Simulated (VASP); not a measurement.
# SrIr2 with LDA: from relaxation to properties, part 4 of 5

What structure does SrIr2 take at this level, and what are its properties? Left out of this account: 1 further run (relaxation: it shows nothing beyond the runs told). The start is a computed cell from the Materials Project.

VASP 6.6.1; LDA; plane waves and PAW (Sr_sv, Ir).

So far. Step 5 (Bands along the symmetry lines (LDA)): There is no gap at this level. Step 6 (Density of states (LDA)): The finer mesh and the other smearing move the Fermi level by +0.02 eV from the 5×5×5 run, a small shift, which tests the Fermi level alone. Of the states within 0.3 eV of the Fermi level, the largest shares in the PAW spheres are Ir d 84 % and Ir p 6 %. The rest lies in smaller channels or between the spheres.

**7. Vibrations at Γ (LDA)**

Zone-centre modes test whether the atoms sit at a minimum within this cell. IBRION = 8 takes the force constants from linear response, which needs tightly converged orbitals.

Contents of INCAR:

```
SYSTEM = SrIr2
PREC = Accurate
ENCUT = 400
EDIFF = 1E-08
NELM = 100
ISMEAR = 1
SIGMA = 0.2
LREAL = .FALSE.
ALGO = Normal
GGA = CA
NBANDS = 34
LASPH = .TRUE.
LORBIT = 11
LWAVE = .FALSE.
LCHARG = .FALSE.
KPAR = 4
IBRION = 8
ISIF = 2
```

Contents of POSCAR:

```
SrIr2
1.0
    0.0000000000      3.7999648901      3.7999648901
    3.7999648901      0.0000000000      3.7999648901
    3.7999648901      3.7999648901      0.0000000000
Sr Ir
2 4
Direct
    0.2500000000      0.2500000000      0.2500000000
    0.0000000000      0.0000000000      0.0000000000
    0.6250000000      0.1250000000      0.6250000000
    0.6250000000      0.6250000000      0.1250000000
    0.1250000000      0.6250000000      0.6250000000
    0.6250000000      0.6250000000      0.6250000000
```

Contents of KPOINTS:

```
Automatic mesh
0
Gamma
7 7 7
0 0 0
```

The projector-augmented-wave data sets are Sr_sv and Ir (LDA family, release 64).

Command:

```sh
> mpirun -np 4 vasp_std
```

What it wrote:

```text
[... set-up lines as in an earlier step ...]
 entering main loop
       N       E                     dE             d eps       ncg     rms          rms(c)
DAV:   1     0.493662810609E+03    0.49366E+03   -0.22153E+04  1360   0.132E+03
DAV:   2    -0.354410423148E+01   -0.49721E+03   -0.48469E+03  1368   0.449E+02
DAV:   3    -0.477046257631E+02   -0.44161E+02   -0.42736E+02  2094   0.111E+02
DAV:   4    -0.506381077690E+02   -0.29335E+01   -0.29126E+01  2144   0.268E+01
DAV:   5    -0.507191860990E+02   -0.81078E-01   -0.80905E-01  2022   0.372E+00    0.624E+01
DAV:   6    -0.472617150502E+02    0.34575E+01   -0.27403E+01  2096   0.310E+01    0.142E+01
DAV:   7    -0.469153122922E+02    0.34640E+00   -0.23849E+00  2038   0.959E+00    0.125E+01
DAV:   8    -0.468331134557E+02    0.82199E-01   -0.30258E-01  1930   0.270E+00    0.250E+00
DAV:   9    -0.468221273054E+02    0.10986E-01   -0.68432E-02  1980   0.174E+00    0.727E-01
DAV:  10    -0.468217916073E+02    0.33570E-03   -0.47699E-03  1870   0.365E-01    0.173E-01
DAV:  11    -0.468218345275E+02   -0.42920E-04   -0.27665E-04  2162   0.922E-02    0.643E-02
DAV:  12    -0.468218270765E+02    0.74511E-05   -0.66586E-05  1896   0.484E-02    0.913E-03
DAV:  13    -0.468218268705E+02    0.20598E-06   -0.27824E-06  1992   0.115E-02    0.196E-03
DAV:  14    -0.468218268548E+02    0.15696E-07   -0.22920E-07  2026   0.274E-03    0.685E-04
DAV:  15    -0.468218268556E+02   -0.80490E-09   -0.65676E-09   882   0.632E-04
   1 F= -.46821827E+02 E0= -.46817811E+02  d E =-.120461E-01
 Linear response reoptimize wavefunctions to high precision
DAV:   1    -0.468218268554E+02    0.18190E-09   -0.31939E-09   866   0.433E-04
DAV:   2    -0.468218268555E+02   -0.10368E-09   -0.91112E-10   792   0.219E-04
DAV:   3    -0.468218268555E+02    0.46384E-10   -0.40314E-10   794   0.143E-04
 Linear response DOF=           2
 Linear response progress:
  Degree of freedom:   1/  2
       N       E                     dE             d eps       ncg     rms          rms(c)
RMM:   1    -0.297453514878E+00   -0.29745E+00    0.79203E-01  7289   0.373E+00
RMM:   2    -0.292355673169E+00    0.50978E-02   -0.68252E-02  7637   0.998E-01    0.318E-01
RMM:   3    -0.293656076581E+00   -0.13004E-02   -0.70913E-03  9023   0.308E-01    0.275E-01
RMM:   4    -0.293658643648E+00   -0.25671E-05   -0.10226E-03  7725   0.162E-01    0.175E-01
RMM:   5    -0.293559761552E+00    0.98882E-04   -0.37475E-04  6310   0.125E-01    0.515E-02
RMM:   6    -0.293642288455E+00   -0.82527E-04   -0.16335E-04  9358   0.490E-02    0.186E-02
RMM:   7    -0.293679019784E+00   -0.36731E-04   -0.39265E-05 10902   0.194E-02    0.142E-02
RMM:   8    -0.293699174665E+00   -0.20155E-04   -0.94897E-06 10987   0.833E-03    0.298E-03
RMM:   9    -0.293693331374E+00    0.58433E-05   -0.11835E-06 10923   0.432E-03    0.153E-03
RMM:  10    -0.293692361093E+00    0.97028E-06   -0.12217E-06 11303   0.244E-03    0.434E-04
RMM:  11    -0.293690241357E+00    0.21197E-05   -0.15654E-06 11080   0.164E-03    0.322E-04
RMM:  12    -0.293689645029E+00    0.59633E-06   -0.18477E-06 11048   0.125E-03    0.111E-04
RMM:  13    -0.293689322124E+00    0.32291E-06   -0.13200E-06 11312   0.104E-03    0.560E-05
RMM:  14    -0.293689115299E+00    0.20682E-06   -0.65382E-07 11242   0.928E-04    0.535E-05
RMM:  15    -0.293688973396E+00    0.14190E-06   -0.67853E-07 11184   0.861E-04    0.285E-05
RMM:  16    -0.293688873869E+00    0.99527E-07   -0.63176E-07 11300   0.818E-04    0.141E-05
RMM:  17    -0.293688831255E+00    0.42614E-07   -0.60058E-07 11382   0.790E-04    0.129E-05
RMM:  18    -0.293688807336E+00    0.23919E-07   -0.51367E-07 11363   0.773E-04    0.753E-06
RMM:  19    -0.293688793867E+00    0.13469E-07   -0.47059E-07 11415   0.763E-04    0.131E-05
RMM:  20    -0.293688832720E+00   -0.38854E-07   -0.39851E-07 11465   0.755E-04    0.182E-05
RMM:  21    -0.293688894083E+00   -0.61362E-07   -0.40701E-07 11557   0.751E-04    0.347E-05
RMM:  22    -0.293688919610E+00   -0.25528E-07   -0.39801E-07 11515   0.748E-04    0.384E-05
RMM:  23    -0.293688876439E+00    0.43172E-07   -0.39973E-07 11583   0.746E-04    0.357E-05
RMM:  24    -0.293688877715E+00   -0.12767E-08   -0.33587E-07 11569   0.744E-04    0.343E-05
 first order change of Fermi-energy  -0.77347E-04
 force on displaced ion       1 direction 1 :  -7.480  -0.000  -0.000
 Linear response progress:
  Degree of freedom:   2/  2
       N       E                     dE             d eps       ncg     rms          rms(c)
RMM:   1    -0.210026670460E+00   -0.21003E+00   -0.20439E-01 12028   0.194E+00
RMM:   2    -0.201781585990E+00    0.82451E-02   -0.11641E-02  9716   0.619E-01    0.241E-01
RMM:   3    -0.201966927341E+00   -0.18534E-03   -0.11565E-03 12017   0.134E-01    0.139E-01
RMM:   4    -0.202176507938E+00   -0.20958E-03   -0.61447E-04 12479   0.948E-02    0.136E-02
RMM:   5    -0.202195964174E+00   -0.19456E-04   -0.67219E-05 14711   0.268E-02    0.990E-03
RMM:   6    -0.202198767540E+00   -0.28034E-05   -0.88337E-06 13845   0.130E-02    0.824E-03
RMM:   7    -0.202199858839E+00   -0.10913E-05   -0.47261E-06 13871   0.919E-03    0.165E-03
RMM:   8    -0.202194648833E+00    0.52100E-05   -0.13818E-06 16699   0.332E-03    0.113E-03
RMM:   9    -0.202193317975E+00    0.13309E-05   -0.11802E-06 17016   0.159E-03    0.824E-04
RMM:  10    -0.202191330738E+00    0.19872E-05   -0.72654E-08 16858   0.883E-04    0.419E-04
RMM:  11    -0.202190087487E+00    0.12433E-05   -0.21917E-07 16590   0.664E-04    0.110E-04
RMM:  12    -0.202190025202E+00    0.62284E-07    0.89226E-09 17989   0.519E-04    0.494E-05
RMM:  13    -0.202190067681E+00   -0.42478E-07   -0.24434E-08 17622   0.469E-04    0.175E-05
RMM:  14    -0.202190095783E+00   -0.28103E-07   -0.90708E-10 17501   0.455E-04    0.756E-06
RMM:  15    -0.202190111134E+00   -0.15351E-07   -0.81187E-08 17600   0.447E-04    0.594E-06
RMM:  16    -0.202190110474E+00    0.65997E-09   -0.53538E-08 17311   0.445E-04    0.243E-06
 first order change of Fermi-energy   0.64250E-03
 force on displaced ion       3 direction 1 :  -6.017   0.994  -0.994
 Linear response finished
```

Elapsed: 5.7 min, on 4 MPI ranks of AMD EPYC 7R43, shared host; peak memory 2.2 GiB; 23 min of CPU time.

From OUTCAR (step 7):

```text
   k-points           NKPTS =     20   k-points in BZ     NKDIM =     20   number of bands    NBANDS=     34

   NELECT =      56.0000    total number of electrons

  Total       -0.0550243     -0.0550243     -0.0550243     -0.0000000      0.0000000      0.0000000
  in kB       -0.8033346     -0.8033346     -0.8033346     -0.0000000      0.0000000      0.0000000
  external PRESSURE =      -0.8033346 kB  Pullay stress =       0.0000000 kB

 POSITION                                       TOTAL-FORCE (eV/Angst)
 -----------------------------------------------------------------------------------
      1.89998      1.89998      1.89998        -0.000000     -0.000000     -0.000000
      0.00000      0.00000      0.00000         0.000000      0.000000      0.000000
      2.84997      4.74996      2.84997         0.000000      0.000000     -0.000000
      2.84997      2.84997      4.74996         0.000000      0.000000     -0.000000
      4.74996      2.84997      2.84997         0.000000      0.000000     -0.000000
      4.74996      4.74996      4.74996         0.000000      0.000000     -0.000000
 -----------------------------------------------------------------------------------
    total drift:                                0.000000      0.000000      0.000000

 Eigenvectors and eigenvalues of the dynamical matrix
 ----------------------------------------------------

   1 f  =    6.134651 THz    38.545148 2PiTHz  204.629925 cm-1    25.370866 meV
             X         Y         Z           dx          dy          dz
      1.899982  1.899982  1.899982    -0.000000   -0.000000    0.000000
      0.000000  0.000000  0.000000    -0.000000   -0.000000    0.000000
      2.849974  4.749956  2.849974    -0.288675    0.288675   -0.288675
      2.849974  2.849974  4.749956    -0.288675   -0.288675    0.288675
      4.749956  2.849974  2.849974     0.288675   -0.288675   -0.288675
      4.749956  4.749956  4.749956     0.288675    0.288675    0.288675

   2 f  =    5.046602 THz    31.708734 2PiTHz  168.336513 cm-1    20.871058 meV
             X         Y         Z           dx          dy          dz
      1.899982  1.899982  1.899982     0.649724    0.258278   -0.105600
      0.000000  0.000000  0.000000    -0.649724   -0.258278    0.105600
      2.849974  4.749956  2.849974     0.000000   -0.000000   -0.000000
      2.849974  2.849974  4.749956    -0.000000   -0.000000   -0.000000
      4.749956  2.849974  2.849974    -0.000000   -0.000000    0.000000
      4.749956  4.749956  4.749956    -0.000000   -0.000000    0.000000

   3 f  =    5.046602 THz    31.708734 2PiTHz  168.336513 cm-1    20.871058 meV
             X         Y         Z           dx          dy          dz
      1.899982  1.899982  1.899982    -0.213593    0.632552    0.232929
      0.000000  0.000000  0.000000     0.213593   -0.632552   -0.232929
      2.849974  4.749956  2.849974    -0.000000   -0.000000   -0.000000
      2.849974  2.849974  4.749956     0.000000   -0.000000   -0.000000
      4.749956  2.849974  2.849974    -0.000000   -0.000000    0.000000
      4.749956  4.749956  4.749956     0.000000   -0.000000    0.000000

   4 f  =    5.046602 THz    31.708734 2PiTHz  168.336513 cm-1    20.871058 meV
             X         Y         Z           dx          dy          dz
      1.899982  1.899982  1.899982     0.179545   -0.182128    0.659236
      0.000000  0.000000  0.000000    -0.179545    0.182128   -0.659236
      2.849974  4.749956  2.849974    -0.000000    0.000000    0.000000
      2.849974  2.849974  4.749956    -0.000000    0.000000    0.000000
      4.749956  2.849974  2.849974    -0.000000    0.000000   -0.000000
      4.749956  4.749956  4.749956    -0.000000    0.000000   -0.000000

   5 f  =    4.744187 THz    29.808607 2PiTHz  158.249047 cm-1    19.620372 meV
             X         Y         Z           dx          dy          dz
      1.899982  1.899982  1.899982    -0.363385   -0.275809   -0.387522
      0.000000  0.000000  0.000000    -0.363385   -0.275809   -0.387522
[...]
0.000000  0.000000  0.000000     0.169578    0.380503   -0.429829
      2.849974  4.749956  2.849974    -0.223103   -0.075190    0.101938
      2.849974  2.849974  4.749956     0.108605   -0.005774    0.032522
      4.749956  2.849974  2.849974    -0.047153   -0.251139    0.188280
      4.749956  4.749956  4.749956    -0.067345   -0.181723    0.257696

   8 f  =    2.819560 THz    17.715819 2PiTHz   94.050405 cm-1    11.660759 meV
             X         Y         Z           dx          dy          dz
      1.899982  1.899982  1.899982     0.000000    0.000000    0.000000
      0.000000  0.000000  0.000000    -0.000000    0.000000    0.000000
      2.849974  4.749956  2.849974    -0.329888   -0.186601    0.143287
      2.849974  2.849974  4.749956     0.329888   -0.463828   -0.133940
      4.749956  2.849974  2.849974     0.320541    0.463828   -0.143287
      4.749956  4.749956  4.749956    -0.320541    0.186601    0.133940

   9 f  =    2.819560 THz    17.715819 2PiTHz   94.050405 cm-1    11.660759 meV
             X         Y         Z           dx          dy          dz
      1.899982  1.899982  1.899982     0.000000    0.000000   -0.000000
      0.000000  0.000000  0.000000     0.000000    0.000000   -0.000000
      2.849974  4.749956  2.849974    -0.351287   -0.311159    0.040127
      2.849974  2.849974  4.749956     0.351287    0.130439    0.481726
      4.749956  2.849974  2.849974    -0.170567   -0.130439   -0.040127
      4.749956  4.749956  4.749956     0.170567    0.311159   -0.481726

  10 f  =    2.819560 THz    17.715819 2PiTHz   94.050405 cm-1    11.660759 meV
             X         Y         Z           dx          dy          dz
      1.899982  1.899982  1.899982    -0.000000   -0.000000    0.000000
      0.000000  0.000000  0.000000     0.000000   -0.000000   -0.000000
      2.849974  4.749956  2.849974     0.133311   -0.344035   -0.477345
      2.849974  2.849974  4.749956    -0.133311    0.133601    0.000290
      4.749956  2.849974  2.849974     0.343745   -0.133601    0.477345
      4.749956  4.749956  4.749956    -0.343745    0.344035   -0.000290

  11 f  =    1.945379 THz    12.223178 2PiTHz   64.890863 cm-1     8.045438 meV
             X         Y         Z           dx          dy          dz
      1.899982  1.899982  1.899982     0.000000    0.000000   -0.000000
      0.000000  0.000000  0.000000     0.000000    0.000000    0.000000
      2.849974  4.749956  2.849974     0.135833    0.401326    0.265493
      2.849974  2.849974  4.749956     0.135833   -0.401326   -0.265493
      4.749956  2.849974  2.849974    -0.135833   -0.401326    0.265493
      4.749956  4.749956  4.749956    -0.135833    0.401326   -0.265493

  12 f  =    1.945379 THz    12.223178 2PiTHz   64.890863 cm-1     8.045438 meV
             X         Y         Z           dx          dy          dz
      1.899982  1.899982  1.899982     0.000000   -0.000000    0.000000
      0.000000  0.000000  0.000000     0.000000   -0.000000    0.000000
      2.849974  4.749956  2.849974     0.384988    0.074859   -0.310129
      2.849974  2.849974  4.749956     0.384988   -0.074859    0.310129
      4.749956  2.849974  2.849974    -0.384988   -0.074859   -0.310129
      4.749956  4.749956  4.749956    -0.384988    0.074859    0.310129

  13 f  =    1.155861 THz     7.262488 2PiTHz   38.555371 cm-1     4.780255 meV
             X         Y         Z           dx          dy          dz
      1.899982  1.899982  1.899982    -0.159932   -0.149626   -0.025002
      0.000000  0.000000  0.000000    -0.159932   -0.149626   -0.025002
      2.849974  4.749956  2.849974    -0.132606   -0.226882    0.024087
      2.849974  2.849974  4.749956     0.242391    0.254359   -0.457154
      4.749956  2.849974  2.849974    -0.207839   -0.151649   -0.006924
      4.749956  4.749956  4.749956     0.317624    0.329593    0.474317
    [... 43 further lines ...]
      4.749956  2.849974  2.849974    -0.405305    0.195377    0.019785
      4.749956  4.749956  4.749956    -0.406019    0.196713    0.021121

 ELASTIC MODULI CONTR FROM IONIC RELAXATION (kBar)
 Direction    XX          YY          ZZ          XY          YZ          ZX
 --------------------------------------------------------------------------------
 XX          -0.0000      0.0000      0.0000     -0.0000      0.0000     -0.0000
 YY           0.0000     -0.0000      0.0000     -0.0000     -0.0000      0.0000
 ZZ           0.0000      0.0000     -0.0000      0.0000     -0.0000     -0.0000
 XY          -0.0000     -0.0000      0.0000     -1.1790     -0.0000      0.0000
 YZ           0.0000     -0.0000     -0.0000     -0.0000     -1.1790      0.0000
 ZX          -0.0000      0.0000     -0.0000      0.0000      0.0000     -1.1790
 --------------------------------------------------------------------------------

[... 8 parts as in an earlier step ...]

[... 2 further parts left out ...]
```

Energies printed during the response cycles are not total energies of the cell.

This step gave:

* bands: 34
* pressure of the cell: -0.08033 GPa
* largest force of the cell: 0 eV/Å
* Fermi energy: 6.255 eV

The modes at Γ (shares of kinetic energy by element, %):

```csv
mode,frequency (cm⁻¹),symmetry,Sr %,Ir %
1,-0.1,acoustic,19,81
2,-0.1,acoustic,19,81
3,-0.1,acoustic,19,81
4,38.6,T1u,10,90
5,38.6,T1u,10,90
6,38.6,T1u,10,90
7,64.9,Eu,0,100
8,64.9,Eu,0,100
9,94.1,T2u,0,100
10,94.1,T2u,0,100
11,94.1,T2u,0,100
12,158.2,T1u,72,28
13,158.2,T1u,72,28
14,158.2,T1u,72,28
15,168.3,T2g,100,0
16,168.3,T2g,100,0
17,168.3,T2g,100,0
18,204.6,A2u,0,100
```

Displacements in mode 6 (38.6 cm⁻¹), the largest set to 1:
```
Sr1 -0.50 -0.47 -0.08
Sr2 -0.50 -0.47 -0.08
Ir3 -0.28 -0.48  0.05
Ir4  0.51  0.54 -0.96
Ir5 -0.44 -0.32 -0.01
Ir6  0.67  0.69  1.00
```

Displacements in mode 14 (158.2 cm⁻¹), the largest set to 1:
```
Sr1 -0.94 -0.71 -1.00
Sr2 -0.94 -0.71 -1.00
Ir3  0.17  0.43  0.20
Ir4  0.25  0.17  0.46
Ir5  0.45  0.15  0.26
Ir6 -0.02 -0.11  0.00
```

The three acoustic modes lie within 0.1 cm⁻¹ of zero, and all others are real. By the characters of their eigenvectors the optical modes sort into (cm⁻¹) Raman active: T2g 168; infrared active: T1u 39, T1u 158; silent: Eu 65, T2u 94, A2u 205. With a centre of inversion no mode is active in both.

**8. Volume scan with LDA, volume scale 0.94**

An equation of state needs energies on both sides of the minimum, all on one mesh and cutoff.

Changes to INCAR since step 7:

```diff
@@ -3,3 +3,3 @@
 ENCUT = 400
-EDIFF = 1E-08
+EDIFF = 1E-06
 NELM = 100
@@ -16,3 +16,2 @@
 KPAR = 4
-IBRION = 8
 ISIF = 2
```

Changes to POSCAR since step 7:

```diff
@@ -2,5 +2,5 @@
 1.0
-    0.0000000000      3.7999648901      3.7999648901
-    3.7999648901      0.0000000000      3.7999648901
-    3.7999648901      3.7999648901      0.0000000000
+    0.0000000000      3.7223928199      3.7223928199
+    3.7223928199      0.0000000000      3.7223928199
+    3.7223928199      3.7223928199      0.0000000000
 Sr Ir
```

Contents of KPOINTS:

```
Automatic mesh
0
Gamma
5 5 5
0 0 0
```

Command:

```sh
> mpirun -np 4 vasp_std
```

What it wrote:

```text
[... set-up lines as in an earlier step ...]
 entering main loop
       N       E                     dE             d eps       ncg     rms          rms(c)
DAV:   1     0.511582025318E+03    0.51158E+03   -0.22262E+04   680   0.134E+03
DAV:   2    -0.311934765109E+01   -0.51470E+03   -0.50083E+03   680   0.456E+02
DAV:   3    -0.480680180775E+02   -0.44949E+02   -0.43453E+02  1104   0.115E+02
DAV:   4    -0.505107244016E+02   -0.24427E+01   -0.24238E+01  1048   0.254E+01
DAV:   5    -0.505494998503E+02   -0.38775E-01   -0.38558E-01  1056   0.271E+00    0.697E+01
DAV:   6    -0.470143926636E+02    0.35351E+01   -0.26762E+01  1056   0.309E+01    0.171E+01
DAV:   7    -0.466540711121E+02    0.36032E+00   -0.23716E+00  1024   0.987E+00    0.146E+01
DAV:   8    -0.465579943449E+02    0.96077E-01   -0.27253E-01   990   0.282E+00    0.231E+00
DAV:   9    -0.465504272315E+02    0.75671E-02   -0.45377E-02   966   0.141E+00    0.812E-01
DAV:  10    -0.465502198633E+02    0.20737E-03   -0.42511E-03   924   0.351E-01    0.124E-01
DAV:  11    -0.465502523656E+02   -0.32502E-04   -0.24313E-04  1038   0.851E-02    0.422E-02
DAV:  12    -0.465502528022E+02   -0.43662E-06   -0.12075E-05   876   0.217E-02    0.208E-02
DAV:  13    -0.465502524406E+02    0.36161E-06   -0.48140E-07   442   0.457E-03
   1 F= -.46550252E+02 E0= -.46546262E+02  d E =-.119712E-01
```

Run time: 12 s. Hardware: 4 MPI ranks; peak memory 0.6 GiB.

OUTCAR, selected parts (step 8):

```text
   ENCUT  =  400.0 eV  29.40 Ry    5.42 a.u.   8.58  8.58  8.58*2*pi/ulx,y,z

   NELECT =      56.0000    total number of electrons

 E-fermi :   6.9846

 k-point     1 :       0.0000    0.0000    0.0000
  band No.  band energies     occupation
    ...
     22       6.6770      2.05189
     23       6.6770      2.05189
     24       6.6770      2.05189
     25       6.7561      2.06858
     26       6.7561      2.06858
     27       7.6276     -0.00005
     28       7.6276     -0.00005
     29       8.4661     -0.00000
     30       8.4744     -0.00000
     31       8.4744     -0.00000
    ...

  Total        8.2457002      8.2457002      8.2457002      0.0000000      0.0000000      0.0000000
  in kB      128.0682642    128.0682642    128.0682642      0.0000000      0.0000000      0.0000000
  external PRESSURE =     128.0682642 kB  Pullay stress =       0.0000000 kB

 POSITION                                       TOTAL-FORCE (eV/Angst)
 -----------------------------------------------------------------------------------
      1.86120      1.86120      1.86120         0.000000     -0.000000     -0.000000
      0.00000      0.00000      0.00000        -0.000000      0.000000      0.000000
      2.79179      4.65299      2.79179         0.000000      0.000000     -0.000000
      2.79179      2.79179      4.65299         0.000000      0.000000     -0.000000
      4.65299      2.79179      2.79179         0.000000      0.000000     -0.000000
      4.65299      4.65299      4.65299         0.000000      0.000000     -0.000000
 -----------------------------------------------------------------------------------
    total drift:                                0.000000      0.000000      0.000000

  FREE ENERGIE OF THE ION-ELECTRON SYSTEM (eV)
  ---------------------------------------------------
  free  energy   TOTEN  =       -46.5502524406 eV

  energy  without entropy=      -46.5382812590  energy(sigma->0) =      -46.54626205

[... 5 parts as in an earlier step ...]

[... 11 further parts left out ...]
```

The scan keeps the cell's shape and the fractional positions fixed.

Numbers from this step:

```
irreducible k-points    : 10
free energy (TOTEN)     : -46.55 eV
energy at zero smearing : -46.55 eV
Fermi energy            : 6.985 eV
pressure                : 12.81 GPa
```

The pressure here is 12.81 GPa.

[end of part 4 of 5]

[Lines on the potential files, build, host, timing and source positions are cut from VASP's logs without a mark.]

[Logs are printed without paths, hosts, clocks, repeated set-up lines and the standing remarks that a program may print on its own settings, such as how far it seeks lower states.]

[Hosts, paths, dates, database ids (printed as entryN), source tags and the programs' standing remarks are cut or masked in the printed files.]

[A measured line is paired with the nearest computed mode of its activity, which favours agreement.]
